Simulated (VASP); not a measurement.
Output of a VASP run:

### OSZICAR
```
       N       E                     dE             d eps       ncg     rms          rms(c)
DAV:   1     0.579604044272E+03    0.57960E+03   -0.19060E+04   568   0.119E+03
DAV:   2     0.135802198396E+02   -0.56602E+03   -0.55975E+03   544   0.520E+02
DAV:   3    -0.555917429070E+02   -0.69172E+02   -0.67241E+02   896   0.151E+02
DAV:   4    -0.611240848796E+02   -0.55323E+01   -0.54059E+01   896   0.509E+01
DAV:   5    -0.612882662935E+02   -0.16418E+00   -0.16266E+00   760   0.725E+00    0.290E+01
DAV:   6    -0.576729218623E+02    0.36153E+01   -0.66355E+00   790   0.253E+01    0.112E+01
DAV:   7    -0.569773919370E+02    0.69553E+00   -0.28875E+00   776   0.140E+01    0.224E+00
DAV:   8    -0.569506302116E+02    0.26762E-01   -0.26567E-01   912   0.338E+00    0.145E+00
DAV:   9    -0.569318823948E+02    0.18748E-01   -0.11519E-01   872   0.317E+00    0.567E-01
DAV:  10    -0.569274300837E+02    0.44523E-02   -0.22600E-02   952   0.113E+00    0.718E-02
DAV:  11    -0.569274853719E+02   -0.55288E-04   -0.61433E-04   756   0.205E-01    0.418E-02
DAV:  12    -0.569274881147E+02   -0.27427E-05   -0.51937E-05   784   0.601E-02    0.781E-03
DAV:  13    -0.569274881077E+02    0.69558E-08   -0.66324E-06   646   0.234E-02
   1 F= -.56927488E+02 E0= -.56858249E+02  d E =-.138478E+00
```

File OUTCAR:
```
------------------------ aborting loop because EDIFF is reached ----------------------------------------
  FORCE on cell =-STRESS in cart. coord.  units (eV):
  Direction    XX          YY          ZZ          XY          YZ          ZX
  --------------------------------------------------------------------------------------
  Total       -1.3852958     -1.3852958     -1.3852958      0.0000000      0.0000000      0.0000000
  in kB      -22.3771954    -22.3771954    -22.3771954      0.0000000      0.0000000      0.0000000
  external PRESSURE =     -22.3771954 kB  Pullay stress =       0.0000000 kB
  volume of cell :       99.19
      direct lattice vectors                 reciprocal lattice vectors
     0.000000000  3.674000000  3.674000000    -0.136091453  0.136091453  0.136091453
     3.674000000  0.000000000  3.674000000     0.136091453 -0.136091453  0.136091453
     3.674000000  3.674000000  0.000000000     0.136091453  0.136091453 -0.136091453
 POSITION                                       TOTAL-FORCE (eV/Angst)
 -----------------------------------------------------------------------------------
      4.59250      4.59250      4.59250        -0.000000     -0.000000      0.000000
      4.59250      2.75550      2.75550        -0.000000     -0.000000      0.000000
      2.75550      2.75550      4.59250        -0.000000     -0.000000      0.000000
      2.75550      4.59250      2.75550        -0.000000     -0.000000      0.000000
      0.00000      0.00000      0.00000        -0.000000     -0.000000      0.000000
      1.83700      1.83700      1.83700         0.000000      0.000000     -0.000000
 -----------------------------------------------------------------------------------
    total drift:                                0.000000      0.000000      0.000000
  FREE ENERGIE OF THE ION-ELECTRON SYSTEM (eV)
  ---------------------------------------------------
  free  energy   TOTEN  =       -56.9274881077 eV

  energy  without entropy=      -56.7890099657  energy(sigma->0) =      -56.85824904
```
(Selected blocks of OUTCAR.)

File POSCAR:
```
ScIr2
1
    0.0000000000     3.6740000000     3.6740000000
    3.6740000000     0.0000000000     3.6740000000
    3.6740000000     3.6740000000     0.0000000000
Ir Sc
4 2
Direct
  0.6250000000   0.6250000000   0.6250000000
  0.1250000000   0.6250000000   0.6250000000
  0.6250000000   0.6250000000   0.1250000000
  0.6250000000   0.1250000000   0.6250000000
  0.0000000000   0.0000000000   0.0000000000
  0.2500000000   0.2500000000   0.2500000000
```

Question: Write an INCAR and KPOINTS that could have produced this output.

Answer: Several could match; the one computed here: the input of the run itself, PBEsol GGA, plane waves, VASP's PBE PAW potentials (set 64).

**INCAR**
```
ALGO = Normal
EDIFF = 1E-6
ENCUT = 300
GGA = PS
ISIF = 2
ISMEAR = -1
LASPH = T
LCHARG = F
LMAXMIX = 6
LREAL = F
LWAVE = F
NELM = 100
PREC = Accurate
SIGMA = 0.1
SYSTEM = ScIr2
```

### KPOINTS
```
Regular mesh
0
G
  4 4 4
```

POTCAR, in this order: Ir Sc_sv (PBE.64 set). Program: vasp_std.

At this cut-off the stress carries a Pulay error, which pulls relaxed volumes low.

The structure comes from a measured ScIr2 entry of the Crystallography Open Database, whose conditions weren't checked. The cell was not relaxed at this level. The k-mesh is coarse (spacing up to 0.37 per Å, 2π included), so the numbers may not be converged in it. The run is one of a series of settings (KPOINTS 4×4×4 Γ-centred mesh against the base run), some of them coarse on purpose.
